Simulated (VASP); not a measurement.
Input:

```
CELL_PARAMETERS angstrom
      4.14288     0.00000     0.00000
      0.00000     4.14288     0.00000
      0.00000     0.00000     4.14288
ATOMIC_POSITIONS crystal
  Cs 0.00000 0.00000 0.00000
  Cl 0.50000 0.50000 0.50000
```

Level of theory: r2SCAN meta-GGA, VASP's PBE PAW potentials (set 64) (plane waves; VASP 6.6.1). Numerical set-up: 480 eV cut-off, 6×6×6 Γ-centred mesh, Gaussian smearing of 0.050 eV, potentials Cs_sv Cl.

Unless said otherwise, spin-orbit coupling is left out, though it shifts the bands of the heavy elements here.

Each row applies one change to this cell, which was relaxed at other settings and keeps the small stress of the first row; at a fixed cut-off the stress holds a Pulay part, so it need not integrate to ΔE exactly. Stress is in GPa, positive when the cell is compressed; gaps are those on the k-mesh, and 0.00 means metallic.

| change | ΔE (meV/atom) | σxx | σyy | σzz | largest shear component, with its sign (GPa) | largest force (eV/Å) | gap (eV) |
|---|---|---|---|---|---|---|---|
| none | 0.0 | -0.04 | -0.04 | -0.04 | 0.00 | 0.000 | 5.91 |
| atom 1 (Cs) moved by 0.100 Å along x | 2.4 | 0.00 | 0.03 | 0.03 | 0.00 | 0.095 | 5.91 |
| atom 1 (Cs) moved by 0.100 Å along z | 2.4 | 0.03 | 0.03 | 0.00 | 0.00 | 0.095 | 5.91 |
| shear strain γ_xz = +1.0 % | 0.1 | -0.03 | -0.03 | -0.03 | -0.09 | 0.000 | 5.91 |
| biaxial strain of +3.0 % in the xz plane | 8.1 | -1.23 | -0.44 | -1.23 | 0.00 | 0.000 | 5.63 |
| isotropic strain of +1.5 % | 3.5 | -0.77 | -0.77 | -0.77 | 0.00 | 0.000 | 5.77 |
| biaxial strain of -0.5 % in the yz plane | 0.3 | 0.06 | 0.20 | 0.20 | 0.00 | 0.000 | 5.89 |
| shear strain γ_xz = -2.0 % | 0.4 | -0.02 | -0.02 | -0.02 | 0.19 | 0.000 | 5.90 |
| shear strain γ_xy = -3.0 % | 0.9 | -0.01 | -0.01 | -0.01 | 0.28 | 0.000 | 5.90 |

Failed runs are left out, and for metals the shear rows, which the mesh's noise covers.

The compound is CsCl in the CsCl type structure.
